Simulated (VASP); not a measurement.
A run of VASP 6.6.1 is set up as follows.

File POSCAR:

```
GaAs                                    
1.0
    0.0000000000      2.8344651458      2.8344651458
    2.8344651458      0.0000000000      2.8344651458
    2.8344651458      2.8344651458      0.0000000000
  Ga              As            
     1     1
Direct
     0.0000000000000000    0.0000000000000000    1.0000000000000000
     0.7500000000000000    0.7500000000000000    0.7500000000000000
```

The input INCAR.step1:

```
SYSTEM = GaAs
PREC     = Accurate       ! precision mode
ENCUT    = 450            ! plane-wave cutoff, eV
EDIFF    = 1E-6           ! SCF threshold, eV
ISMEAR   = 0              ! smearing method
SIGMA    = 0.02           ! smearing width, eV
LREAL    = .FALSE.        ! projectors in reciprocal space
LASPH    = .TRUE.         ! aspherical terms in the spheres
NELM     = 120            ! most SCF steps
ALGO     = Normal         ! electronic algorithm
ISIF     = 2              ! what is computed and relaxed
LWAVE    = .FALSE.        ! write WAVECAR
LCHARG   = .TRUE.         ! write CHGCAR
GGA      = CA             ! functional
KPAR     = 2
```

KPOINTS.step1

```
regular mesh
0
G
  10 10 10
  0 0 0
```

File INCAR.step2:

```
SYSTEM = GaAs
PREC     = Accurate       ! precision mode
ENCUT    = 450            ! plane-wave cutoff, eV
EDIFF    = 1E-6           ! SCF threshold, eV
ISMEAR   = 0              ! smearing method
SIGMA    = 0.05           ! smearing width, eV
LREAL    = .FALSE.        ! projectors in reciprocal space
LASPH    = .TRUE.         ! aspherical terms in the spheres
NELM     = 120            ! most SCF steps
ALGO     = Normal         ! electronic algorithm
ISIF     = 2              ! what is computed and relaxed
LWAVE    = .FALSE.        ! write WAVECAR
LCHARG   = .FALSE.        ! write CHGCAR
GGA      = CA             ! functional
KPAR     = 2            
ICHARG   = 11             ! starting density
```

Contents of KPOINTS.step2:

```
path GXWKGLUWLK,UX
20
line-mode
reciprocal
 0.0000000000  0.0000000000  0.0000000000  G
 0.5000000000  0.0000000000  0.5000000000  X

 0.5000000000  0.0000000000  0.5000000000  X
 0.5000000000  0.2500000000  0.7500000000  W

 0.5000000000  0.2500000000  0.7500000000  W
 0.3750000000  0.3750000000  0.7500000000  K

 0.3750000000  0.3750000000  0.7500000000  K
 0.0000000000  0.0000000000  0.0000000000  G

 0.0000000000  0.0000000000  0.0000000000  G
 0.5000000000  0.5000000000  0.5000000000  L

 0.5000000000  0.5000000000  0.5000000000  L
 0.6250000000  0.2500000000  0.6250000000  U

 0.6250000000  0.2500000000  0.6250000000  U
 0.5000000000  0.2500000000  0.7500000000  W

 0.5000000000  0.2500000000  0.7500000000  W
 0.5000000000  0.5000000000  0.5000000000  L

 0.5000000000  0.5000000000  0.5000000000  L
 0.3750000000  0.3750000000  0.7500000000  K

 0.6250000000  0.2500000000  0.6250000000  U
 0.5000000000  0.0000000000  0.5000000000  X
```

Potentials or basis: VASP PAW LDA potentials, release 64 (Ga_d, As).

The run is started by

```bash
$ cat potpaw_LDA.64/Ga_d/POTCAR potpaw_LDA.64/As/POTCAR > POTCAR
$ cp INCAR.step1 INCAR
$ cp KPOINTS.step1 KPOINTS
$ mpirun -np 2 vasp_std > vasp.out
$ cp INCAR.step2 INCAR
$ cp KPOINTS.step2 KPOINTS
$ mpirun -np 2 vasp_std > vasp.out
```

Problem. Estimate the band gap on the k mesh.

Solution. 0.27 eV, direct.

Problem. What does it give for the band gap along the path?

Solution. 0.27 eV, direct.

Levels at the corners of the path, in eV from the valence-band top:
| point | band 7 | band 8 | band 9 | band 10 | band 11 | band 12 |
| --- | --- | --- | --- | --- | --- | --- |
| Γ | 0.00 | 0.00 | 0.00 | 0.27 | 3.67 | 3.67 |
| X | -6.84 | -2.66 | -2.66 | 1.36 | 1.56 | 9.98 |
| X | -6.84 | -2.66 | -2.66 | 1.36 | 1.56 | 9.98 |
| W | -6.65 | -3.52 | -3.33 | 4.51 | 4.63 | 5.28 |
| W | -6.65 | -3.52 | -3.33 | 4.51 | 4.63 | 5.28 |
| K | -6.65 | -3.85 | -2.24 | 1.86 | 4.53 | 7.78 |
| K | -6.65 | -3.85 | -2.24 | 1.86 | 4.53 | 7.78 |
| Γ | 0.00 | 0.00 | 0.00 | 0.27 | 3.67 | 3.67 |
| Γ | 0.00 | 0.00 | 0.00 | 0.27 | 3.67 | 3.67 |
| L | -6.65 | -1.13 | -1.13 | 0.84 | 4.58 | 4.58 |
| L | -6.65 | -1.13 | -1.13 | 0.84 | 4.58 | 4.58 |
| U | -6.65 | -3.85 | -2.24 | 1.86 | 4.53 | 7.78 |
| U | -6.65 | -3.85 | -2.24 | 1.86 | 4.53 | 7.78 |
| W | -6.65 | -3.52 | -3.33 | 4.51 | 4.63 | 5.28 |
| W | -6.65 | -3.52 | -3.33 | 4.51 | 4.63 | 5.28 |
| L | -6.65 | -1.13 | -1.13 | 0.84 | 4.58 | 4.58 |
| L | -6.65 | -1.13 | -1.13 | 0.84 | 4.58 | 4.58 |
| K | -6.65 | -3.85 | -2.24 | 1.86 | 4.53 | 7.78 |
| U | -6.65 | -3.85 | -2.24 | 1.86 | 4.53 | 7.78 |
| X | -6.84 | -2.66 | -2.66 | 1.36 | 1.56 | 9.98 |

Caveat: the log is that of the step along the path at fixed density, whose energy, stress, charges and moments have no meaning.

**The experiment to reproduce.**

From “Evidence of valence band perturbations in GaAsN/GaAs(001): A combined variable-angle spectroscopic ellipsometry and modulated photoreflectance investigation”, 2008, arxiv:0805.2212, for a bulk crystal of GaAs at 300 K: band gap 1.412 ± 0.01 eV (direct).

A measured gap of GaAs is 1.412 eV (direct; 300 K; “Evidence of valence band perturbations in GaAsN/GaAs(001): A combined variable-angle spectroscopic ellipsometry and modulated photoreflectance investigation”, 2008, arxiv:0805.2212); the calculated 0.27 eV misses it by -1.14 eV. So large a miss can be the level of theory's own, or it may mean another phase, state or a wrong row. 3 values of this kind are on record (1.412 to 1.51 eV); this one was drawn at random among those near their median, those with a stated uncertainty first. Spin-orbit coupling on As, Ga is left out. The value is that of LDA, without temperature or zero-point motion. Semilocal functionals fall short of measured gaps as a rule. The cell is a database's relaxed one, not the measured one, which moves gaps too.
